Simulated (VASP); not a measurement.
Level of theory: PBE GGA, VASP's PBE PAW potentials (set 64) (plane waves; VASP).

VASP input:

### POSCAR
```
NiO
5.2218220
  0.8164966175   0.4082483087   0.4082483087
  0.4082483087   0.8164966175   0.4082483087
  0.4082483087   0.4082483087   0.8164966175
Ni O
2 2
Cart
  0.0000000000   0.0000000000   0.0000000000
  0.8164966175   0.8164966175   0.8164966175
  0.4082483087   0.4082483087   0.4082483087
  1.2247449262   1.2247449262   1.2247449262
```

KPOINTS:
```
Automatic
0
gamma
8 8 8
```

**INCAR**
```
SYSTEM  =  NiO
PREC  =  Accurate; ENCUT  =  350; LREAL  =  F
LASPH  =  T
EDIFF  =  1E-6; NELM  =  100; ALGO  =  Normal
LMAXMIX  =  4
ISMEAR  =  0; SIGMA  =  0.05
GGA  =  PE
MAGMOM  =  2.0 -2.0 2*0.0
ISPIN  =  2
ISIF  =  2
LWAVE  =  F; LCHARG  =  F; LORBIT  =  10
```

POTCAR, in this order: Ni O (PBE.64 set). Program: vasp_std.

Output

**OSZICAR**
```
       N       E                     dE             d eps       ncg     rms          rms(c)
DAV:   1     0.216243615893E+03    0.21624E+03   -0.12295E+04  5312   0.154E+03
DAV:   2    -0.220853548515E+01   -0.21845E+03   -0.20440E+03  5392   0.354E+02
DAV:   3    -0.269600528517E+02   -0.24752E+02   -0.23626E+02  5904   0.135E+02
DAV:   4    -0.277339911728E+02   -0.77394E+00   -0.76951E+00  5812   0.259E+01
DAV:   5    -0.277564696291E+02   -0.22478E-01   -0.22464E-01  6180   0.404E+00    0.192E+01
DAV:   6    -0.255130610412E+02    0.22434E+01   -0.52103E+01  7860   0.113E+02    0.240E+01
DAV:   7    -0.233284093388E+02    0.21847E+01   -0.85774E+00  6692   0.917E+01    0.876E+00
DAV:   8    -0.235809722348E+02   -0.25256E+00   -0.25698E+00  5872   0.133E+01    0.569E+00
DAV:   9    -0.235146261684E+02    0.66346E-01   -0.20337E-01  8560   0.113E+01    0.158E+00
DAV:  10    -0.235341060194E+02   -0.19480E-01   -0.74093E-02  6772   0.414E+00    0.710E-01
DAV:  11    -0.235316996315E+02    0.24064E-02   -0.12502E-02  8200   0.256E+00    0.142E-01
DAV:  12    -0.235321332197E+02   -0.43359E-03   -0.40687E-03  7532   0.728E-01    0.771E-02
DAV:  13    -0.235321081426E+02    0.25077E-04   -0.10539E-04  5572   0.112E-01    0.526E-02
DAV:  14    -0.235321059227E+02    0.22199E-05   -0.25328E-04  7028   0.144E-01    0.316E-02
DAV:  15    -0.235321014418E+02    0.44809E-05   -0.23731E-05  6344   0.608E-02    0.165E-02
DAV:  16    -0.235321014201E+02    0.21663E-07   -0.13139E-05  6104   0.476E-02    0.401E-03
DAV:  17    -0.235321014995E+02   -0.79341E-07   -0.61129E-07  2632   0.152E-02
   1 F= -.23532101E+02 E0= -.23532101E+02  d E =-.206561E-17  mag=    -0.0000
```

OUTCAR:
```
------------------------ aborting loop because EDIFF is reached ----------------------------------------
  FORCE on cell =-STRESS in cart. coord.  units (eV):
  Direction    XX          YY          ZZ          XY          YZ          ZX
  --------------------------------------------------------------------------------------
  Total       -5.9624897     -5.9624897     -5.9624897     -0.0489179     -0.0489179     -0.0489179
  in kB     -246.5124492   -246.5124492   -246.5124492     -2.0224557     -2.0224557     -2.0224557
  external PRESSURE =    -246.5124492 kB  Pullay stress =       0.0000000 kB
  volume of cell :       38.75
      direct lattice vectors                 reciprocal lattice vectors
     4.263600000  2.131800000  2.131800000     0.351815367 -0.117271789 -0.117271789
     2.131800000  4.263600000  2.131800000    -0.117271789  0.351815367 -0.117271789
     2.131800000  2.131800000  4.263600000    -0.117271789 -0.117271789  0.351815367
 POSITION                                       TOTAL-FORCE (eV/Angst)
 -----------------------------------------------------------------------------------
      0.00000      0.00000      0.00000         0.000000      0.000000      0.000000
      4.26360      4.26360      4.26360         0.000000     -0.000000      0.000000
      2.13180      2.13180      2.13180        -0.000000      0.000000      0.000000
      6.39540      6.39540      6.39540        -0.000000     -0.000000     -0.000000
 -----------------------------------------------------------------------------------
    total drift:                                0.000000      0.000000      0.000000
  FREE ENERGIE OF THE ION-ELECTRON SYSTEM (eV)
  ---------------------------------------------------
  free  energy   TOTEN  =       -23.5321014995 eV

  energy  without entropy=      -23.5321014995  energy(sigma->0) =      -23.53210150

 total charge

# of ion       s       p       d       tot
------------------------------------------
    1        0.311   0.356   8.211   8.878
    2        0.311   0.356   8.211   8.878
    3        1.615   3.416   0.000   5.031
    4        1.615   3.416   0.000   5.031
--------------------------------------------------
tot          3.854   7.544  16.421  27.819

 magnetization (x)

# of ion       s       p       d       tot
------------------------------------------
    1       -0.008  -0.012   1.402   1.382
    2        0.008   0.012  -1.402  -1.382
    3        0.000   0.000   0.000   0.000
    4        0.000   0.000   0.000   0.000
--------------------------------------------------
tot          0.000   0.000   0.000   0.000
```
(Selected blocks of OUTCAR.)

OUTCAR:
```
 val. band max:        6.4486697292   @ k =   0.2500   0.2500  -0.0000

 cond. band min:       7.3751172751   @ k =   0.5000   0.2500   0.2500


 Fermi energy:         6.7347632105

 spin component 1

 k-point     1 :       0.0000    0.0000    0.0000
  band No.  band energies     occupation
      1     -12.6569      1.00000
      2     -11.4371      1.00000
      3      -0.4759      1.00000
      4       1.9267      1.00000
      5       1.9268      1.00000
      6       4.4397      1.00000
      7       4.4397      1.00000
      8       4.4446      1.00000
      9       4.7309      1.00000
     10       4.7309      1.00000
     11       4.8405      1.00000
     12       5.0540      1.00000
     13       5.0540      1.00000
     14       5.9493      1.00000
     15       5.9494      1.00000
     16       6.1872      1.00000
     17       8.3579      0.00000
     18       8.4456      0.00000
     19       8.4459      0.00000
     20      12.5609      0.00000

 k-point     2 :       0.1250   -0.0000   -0.0000
  band No.  band energies     occupation
      1     -12.5191      1.00000
      2     -11.4186      1.00000
      3      -0.2288      1.00000
      4       1.8343      1.00000
      5       1.9582      1.00000
      6       3.1069      1.00000
      7       3.8308      1.00000
      8       3.8590      1.00000
      9       4.7782      1.00000
     10       5.0800      1.00000
     11       5.0880      1.00000
     12       5.2122      1.00000
     13       5.5764      1.00000
     14       6.0225      1.00000
     15       6.0356      1.00000
     16       6.1794      1.00000
     17       7.9902      0.00000
     18       8.3489      0.00000
     19       9.3758      0.00000
     20      13.4300      0.00000

 k-point     3 :       0.2500   -0.0000   -0.0000
  band No.  band energies     occupation
      1     -12.1499      1.00000
      2     -11.3549      1.00000
      3       0.4038      1.00000
...
```

At this cut-off the stress carries a Pulay error, which pulls relaxed volumes low.

The compound is NiO in the rock salt, AFM-II order structure. The cell was not relaxed at this level. The run is one of a series of settings (ENCUT = 350 against the base run), some of them coarse on purpose.
